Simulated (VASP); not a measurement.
# AlCl3 in VASP: notebook

Aim: see how the results for AlCl3 move with the level of theory and the settings. Levels: PBE+D3(BJ), PBE, RPBE, RPBE+D3(BJ). Tasks: relaxation of the atoms, single point.

Everything below comes from runs of VASP 6.6.1. Logs are shortened: lines on timing, memory, paths and dates and some standing lists are left out, and cuts for length are marked.

### 1 The molecule as given

The cell holds a molecule in a box, 4 atoms: a = 13.592 Å, b = 14.092 Å, c = 14.592 Å, α = 90.00°, β = 90.00°, γ = 90.00°.

### 2 Relaxation of the atoms, PBE+D3(BJ)

File INCAR:

```
SYSTEM = AlCl3
PREC = Accurate
ENCUT = 400
EDIFF = 1E-7
ISMEAR = 0
SIGMA = 0.01
LREAL = .FALSE.
LASPH = .TRUE.
NELM = 80
ALGO = Normal
ISIF = 2
LWAVE = .FALSE.
LCHARG = .FALSE.
GGA = PE
IVDW = 12
IBRION = 2
NSW = 120
EDIFFG = -0.03
ISYM = 0
```

File KPOINTS:

```
Automatic mesh
0
G
  1 1 1
  0 0 0
```

File POSCAR:

```
AlCl3
1.0
   13.5921454378      0.0000000000      0.0000000000
    0.0000000000     14.0921454378      0.0000000000
    0.0000000000      0.0000000000     14.5921454378
Al Cl
1 3
Selective dynamics
Direct
    0.5000029315      0.5035457477      0.5000010722  F F F
    0.4101584123      0.4314707924      0.5866167929  T T T
    0.5319064726      0.4490461408      0.3747120082  T T T
    0.5579321835      0.6301296224      0.5386701266  T T T
```

Potentials or basis: VASP PAW PBE potentials, release 64 (Al, Cl).

Launch:

```bash
> cat potpaw_PBE.64/Al/POTCAR potpaw_PBE.64/Cl/POTCAR > POTCAR
> mpirun -np 1 vasp_gam > vasp.out
```

OUTCAR:

```text
SYSTEM = AlCl3
   PREC = Accurate
   ENCUT = 400
   EDIFF = 1E-7
   ISMEAR = 0
   LREAL = .FALSE.
   LASPH = .TRUE.
   NELM = 80
   ISIF = 2
   GGA = PE
   IVDW = 12
   IBRION = 2
   NSW = 120
   EDIFFG = -0.03
   ISYM = 0
 IVDW          = 12

 ion  position               nearest neighbor table
   1  0.500  0.504  0.500-   3 2.03   2 2.03   4 2.03
   2  0.410  0.431  0.587-   1 2.03
   3  0.532  0.449  0.375-   1 2.03
   4  0.558  0.630  0.539-   1 2.03

IMPORTANT INFORMATION: All symmetrisations will be switched off!
NOSYMM: (Re-)initialisation of all symmetry stuff for point group C_1.

----------------------------------------------------------------------------------------

                                     Primitive cell

  volume of cell :    2795.0159

  direct lattice vectors                    reciprocal lattice vectors
    13.592145438  0.000000000  0.000000000     0.073571903  0.000000000  0.000000000
     0.000000000 14.092145438  0.000000000     0.000000000  0.070961516  0.000000000
     0.000000000  0.000000000 14.592145438     0.000000000  0.000000000  0.068530019

  length of vectors
    13.592145438 14.092145438 14.592145438     0.073571903  0.070961516  0.068530019

  position of ions in fractional coordinates (direct lattice)
     0.500002931  0.503545748  0.500001072
     0.410158412  0.431470792  0.586616793
     0.531906473  0.449046141  0.374712008
     0.557932184  0.630129622  0.538670127

  ion indices of the primitive-cell ions
   primitive index   ion index
                 1           1
                 2           2
                 3           3
                 4           4

----------------------------------------------------------------------------------------

 KPOINTS: Automatic mesh

Automatic generation of k-mesh.
 Grid dimensions read from file:
 generate k-points for:    1    1    1

 Generating k-lattice:

  Cartesian coordinates                     Fractional coordinates (reciprocal lattice)
     0.073571903  0.000000000  0.000000000     1.000000000  0.000000000  0.000000000
     0.000000000  0.070961516  0.000000000     0.000000000  1.000000000  0.000000000
     0.000000000  0.000000000  0.068530019     0.000000000  0.000000000  1.000000000

  Length of vectors
     0.073571903  0.070961516  0.068530019

  Shift w.r.t. Gamma in fractional coordinates (k-lattice)
     0.000000000  0.000000000  0.000000000

 Subroutine IBZKPT returns following result:
 ===========================================

 Found      1 irreducible k-points:

 Following reciprocal coordinates:
            Coordinates               Weight
  0.000000  0.000000  0.000000      1.000000
   k-points           NKPTS =      1   k-points in BZ     NKDIM =      1   number of bands    NBANDS=     16
   number of dos      NEDOS =    301   number of ions     NIONS =      4
   total plane-waves  NPLWV = 829440
   dimension x,y,z NGX =    90 NGY =   96 NGZ =   96
   dimension x,y,z NGXF=   180 NGYF=  192 NGZF=  192
   ions per type =               1   3
   NGX,Y,Z   is equivalent  to a cutoff of  11.01, 11.33, 10.94 a.u.
   NGXF,Y,Z  is equivalent  to a cutoff of  22.02, 22.65, 21.87 a.u.
 SYSTEM =  AlCl3
   PREC   = accura    normal or accurate (medium, high low for compatibility)
   ISTART =      0    job   : 0-new  1-cont  2-samecut
   ICHARG =      2    charge: 1-file 2-atom 10-const
   ISPIN  =      1    spin polarized calculation?
   LNONCOLLINEAR =      F non collinear calculations
   LSORBIT =      F    spin-orbit coupling
   LASPH  =      T    aspherical Exc in radial PAW
   ENCUT  =  400.0 eV  29.40 Ry    5.42 a.u.  22.17 22.98 23.80*2*pi/ulx,y,z
   NELM   =     80;   NELMIN=  2; NELMDL= -5     # of ELM steps
   EDIFF  = 0.1E-06   stopping-criterion for ELM
   LREAL  =      F    real-space projection
   EDIFFG = -.3E-01   stopping-criterion for IOM
   NSW    =    120    number of steps for IOM
   IBRION =      2    ionic relax: 0-MD 1-quasi-New 2-CG
   NFREE  =      1    steps in history (QN), initial steepest desc. (CG)
   ISIF   =      2    stress and relaxation
   ISYM   =      0    0-nonsym 1-usesym 2-fastsym
   POTIM  = 0.5000    time-step for ionic-motion
   TEBEG  =    0.0;   TEEND  =   0.0 temperature during run
   PSTRESS=    0.0 pullay stress
   NELECT =      24.0000    total number of electrons
   NUPDOWN=      -1.0000    fix difference up-down
   EMIN   =  10.00;   EMAX   =-10.00  energy-range for DOS
   EFERMI =   0.00;   METHOD = LEGACY
   ISMEAR =     0;   SIGMA  =   0.01  broadening in eV -4-tet -1-fermi 0-gaus
   EFERMI_NEDOS =   21; number of points for ismear=-14 and -15
   IALGO  =     38    algorithm
   IMIX   =      4    mixing-type and parameters
     AMIX     =   0.40;   BMIX     =  1.00
     AMIX_MAG =   1.60;   BMIX_MAG =  1.00
  volume/ion in A,a.u.               =     698.75      4715.42
  Fermi-wavevector in a.u.,A,eV,Ry     =   0.335236  0.633504  1.529065  0.112383
  Thomas-Fermi vector in A             =   1.234608
   LORBIT       =      0    0 simple, 1 ext, 2 COOP (PROOUT), +10 PAW based schemes
   GGA     = PE    functional components
   LHFCALC =     F    Hartree Fock is set to
   AEXX    =    0.0000 exact exchange contribution
   IVDW    =    12    specifies the selected vdW correction
   LEPSILON=     F    determine dielectric tensor
   LRPA    =     F    only Hartree local field effects (RPA)
 conjugate gradient relaxation of ions
 non-spin polarized calculation
 Gauss-broadening in eV      SIGMA  =   0.01
  energy-cutoff  :      400.00
  volume of cell :     2795.02
 maximum number of plane-waves:     25350
 NGX is ok and might be reduce to    90
   NGX = 45   NGY = 45   NGZ = 47

--------------------------------------- Ionic step        1  -------------------------------------------

 number of electron      24.0000004 magnetization

 Free energy of the ion-electron system (eV)
  ---------------------------------------------------
  ext. energy  EPLUGINS =         0.00000000
  ---------------------------------------------------
  free energy    TOTEN  =       -14.55953520 eV

  energy without entropy =      -14.55953520  energy(sigma->0) =      -14.55953520

------------------------ aborting loop because EDIFF is reached ----------------------------------------

 Edisp (eV)   -0.12658

 E8    (eV) :    -0.0540

  FORCE on cell =-STRESS in cart. coord.  units (eV):
  Direction    XX          YY          ZZ          XY          YZ          ZX
  --------------------------------------------------------------------------------------
  -------------------------------------------------------------------------------------
  Total       1.05589     2.25448     2.47291     1.10749     0.53958    -0.90653
  in kB       0.60526     1.29233     1.41754     0.63484     0.30930    -0.51965
  external pressure =        1.11 kB  Pullay stress =        0.00 kB

 VOLUME and BASIS-vectors are now :
 -----------------------------------------------------------------------------
  energy-cutoff  :      400.00
  volume of cell :     2795.02
      direct lattice vectors                 reciprocal lattice vectors
    13.592145438  0.000000000  0.000000000     0.073571903  0.000000000  0.000000000
     0.000000000 14.092145438  0.000000000     0.000000000  0.070961516  0.000000000
     0.000000000  0.000000000 14.592145438     0.000000000  0.000000000  0.068530019

 POSITION                                       TOTAL-FORCE (eV/Angst)
 -----------------------------------------------------------------------------------
      6.79611      7.09604      7.29609         0.000282      0.000470     -0.000208
      5.57493      6.08035      8.56000        -0.587622     -0.488137      0.607710
      7.22975      6.32802      5.46785         0.208642     -0.369802     -0.879050
      7.58350      8.87988      7.86035         0.378699      0.857470      0.271548
 -----------------------------------------------------------------------------------
    total drift:                               -0.000260     -0.000185     -0.000322

  FREE ENERGIE OF THE ION-ELECTRON SYSTEM (eV)
  ---------------------------------------------------
  free  energy   TOTEN  =       -14.6861142020 eV

  energy  without entropy=      -14.6861142020  energy(sigma->0) =      -14.68611420

--------------------------------------- Ionic step        2  -------------------------------------------

 number of electron      24.0000000 magnetization

 Free energy of the ion-electron system (eV)
  ---------------------------------------------------
  ext. energy  EPLUGINS =         0.00000000
  ---------------------------------------------------
  free energy    TOTEN  =       -14.63130156 eV

  energy without entropy =      -14.63130156  energy(sigma->0) =      -14.63130156

 E-fermi :  -7.6010     XC(G=0):  -0.5993

 val. band max:       -7.7131339839   @ k =   0.0000   0.0000   0.0000
 cond. band min:      -2.0589834946   @ k =   0.0000   0.0000   0.0000
 fundamental gap:      5.6541504893
 Fermi energy:        -7.6009763048

 k-point     1 :       0.0000    0.0000    0.0000
  band No.  band energies     occupation
      1     -20.8295      2.00000
      2     -20.4315      2.00000
      3     -20.4312      2.00000
      4     -11.2915      2.00000
      5      -9.6369      2.00000
      6      -9.6366      2.00000
[... 8 lines left out ...]
     15       0.0464      0.00000
     16       0.3319      0.00000

------------------------ aborting loop because EDIFF is reached ----------------------------------------

 Edisp (eV)   -0.12336

 E8    (eV) :    -0.0526

  FORCE on cell =-STRESS in cart. coord.  units (eV):
  Direction    XX          YY          ZZ          XY          YZ          ZX
  --------------------------------------------------------------------------------------
  -------------------------------------------------------------------------------------
  Total      -0.01443     0.01547     0.02169     0.02936     0.01392    -0.02405
  in kB      -0.00827     0.00887     0.01243     0.01683     0.00798    -0.01379
  external pressure =        0.00 kB  Pullay stress =        0.00 kB

 VOLUME and BASIS-vectors are now :
 -----------------------------------------------------------------------------
  energy-cutoff  :      400.00
  volume of cell :     2795.02
      direct lattice vectors                 reciprocal lattice vectors
    13.592145438  0.000000000  0.000000000     0.073571903  0.000000000  0.000000000
     0.000000000 14.092145438  0.000000000     0.000000000  0.070961516  0.000000000
     0.000000000  0.000000000 14.592145438     0.000000000  0.000000000  0.068530019

 POSITION                                       TOTAL-FORCE (eV/Angst)
 -----------------------------------------------------------------------------------
      6.79611      7.09604      7.29609         0.000109      0.000143     -0.000482
      5.54658      6.05680      8.58932        -0.017033     -0.014123      0.017771
      7.23982      6.31018      5.42544         0.006017     -0.010619     -0.024900
      7.60176      8.92124      7.87345         0.010907      0.024598      0.007610
 -----------------------------------------------------------------------------------
    total drift:                               -0.000122      0.000150      0.000145

  FREE ENERGIE OF THE ION-ELECTRON SYSTEM (eV)
  ---------------------------------------------------
  free  energy   TOTEN  =       -14.7546600306 eV

  energy  without entropy=      -14.7546600306  energy(sigma->0) =      -14.75466003

 reached required accuracy - stopping structural energy minimisation
```

Wall time 3.7 min (1 thread of AMD EPYC 7R13 (Zen 3), shared host); peak memory 1.5 GiB.

Results:

| Quantity | Value |
| --- | --- |
| Free energy | -14.7547 eV |
| Energy gained by relaxing | 17.1 meV/atom |
| Ionic steps | 2 |
| Gap between the frontier levels | 5.65 eV |
| Dispersion energy per atom | -0.031 eV |

The path:
```csv
step,energy change (eV),largest force (eV/Å),pressure (GPa)
1,0.0000,0.9762,0.11
2,-0.0685,0.0284,0.00
```

Final structure:
```xyz
4
Lattice="13.5921 0.0000 0.0000 0.0000 14.0921 0.0000 0.0000 0.0000 14.5921" Properties=species:S:1:pos:R:3 pbc="T T T"
Al    6.7961    7.0960    7.2961
Cl    5.5466    6.0568    8.5893
Cl    7.2398    6.3102    5.4254
Cl    7.6018    8.9212    7.8735
```

### 3 Single point, PBE

File INCAR:

```
SYSTEM = AlCl3
ALGO = Normal
EDIFF = 1E-7
ENCUT = 400
GGA = PE
ISIF = 2
ISMEAR = 0
ISYM = 0
LASPH = .True.
LCHARG = .False.
LREAL = .False.
LWAVE = .False.
NELM = 80
PREC = Accurate
SIGMA = 0.01
```

File KPOINTS:

```
k-points
0
Gamma
  1 1 1
  0 0 0
```

File POSCAR:

```
AlCl3                                   
1.0
   13.5921454378      0.0000000000      0.0000000000
    0.0000000000     14.0921454378      0.0000000000
    0.0000000000      0.0000000000     14.5921454378
  Al              Cl            
     1     3
Selective dynamics
Direct
     0.5000029314999992    0.5035457477000023    0.5000010721999999   F   F   F
     0.4080727620527164    0.4297997162867225    0.5886259253939130   T   T   T
     0.5326470049232225    0.4477801712194430    0.3718058070413210   T   T   T
     0.5592762996596191    0.6330650595797384    0.5395678843509024   T   T   T
```

Potentials or basis: VASP PAW PBE potentials, release 64 (Al, Cl).

Launch:

```bash
> cat potpaw_PBE.64/Al/POTCAR potpaw_PBE.64/Cl/POTCAR > POTCAR
> mpirun -np 1 vasp_gam > vasp.out
```

Wall time 2.6 min (1 thread of AMD EPYC 7R13 (Zen 3), shared host); peak memory 1.3 GiB.

It converged, with:

```
Free energy                     : -14.6313 eV
Largest force                   : 0.051 eV/Å
Gap between the frontier levels : 5.65 eV
```

Forces in eV/Å, atoms in the order of the input:
```
Al   0.000  0.000  0.000
Cl  -0.031 -0.026  0.032
Cl   0.011 -0.019 -0.046
Cl   0.020  0.045  0.014
```

Levels at points of the mesh, in eV from the valence-band top:
```csv
k point,band 8,band 9,band 10,band 11,band 12,band 13,band 14,band 15,band 16
"(0.00, 0.00, 0.00)",-0.59,-0.59,-0.46,-0.46,0.00,5.65,6.00,7.76,8.05
```

### 4 Single point, RPBE

INCAR, as its differences from that of step 3:

```diff
@@ -4,3 +4,3 @@
 ENCUT = 400
-GGA = PE
+GGA = RP
 ISIF = 2
```

KPOINTS is that of step 3.

POSCAR is that of step 3.

Launch:

```bash
> cat potpaw_PBE.64/Al/POTCAR potpaw_PBE.64/Cl/POTCAR > POTCAR
> mpirun -np 1 vasp_gam > vasp.out
```

Run time: 2.5 min. Hardware: 1 thread of AMD EPYC 7R13 (Zen 3), shared host; peak memory 1.3 GiB.

The run converged. Its results:

| Item | Value |
| --- | --- |
| Free energy | -14.1870 eV |
| Largest force | 0.228 eV/Å |
| Gap between the frontier levels | 5.72 eV |

Forces on the atoms (eV/Å):
```
Al   0.000  0.000  0.000
Cl  -0.137 -0.114  0.142
Cl   0.049 -0.086 -0.205
Cl   0.088  0.200  0.063
```

Levels at points of the mesh, in eV from the valence-band top:
```
           k point  band 8  band 9  band 10  band 11  band 12  band 13  band 14  band 15  band 16
(0.00, 0.00, 0.00)   -0.58   -0.58    -0.45    -0.45     0.00     5.72     6.08     7.71     7.95
```

Caveat: the PAW data sets were made with another functional, which shifts forces and pressure a little.

[end of part 1 of 2]
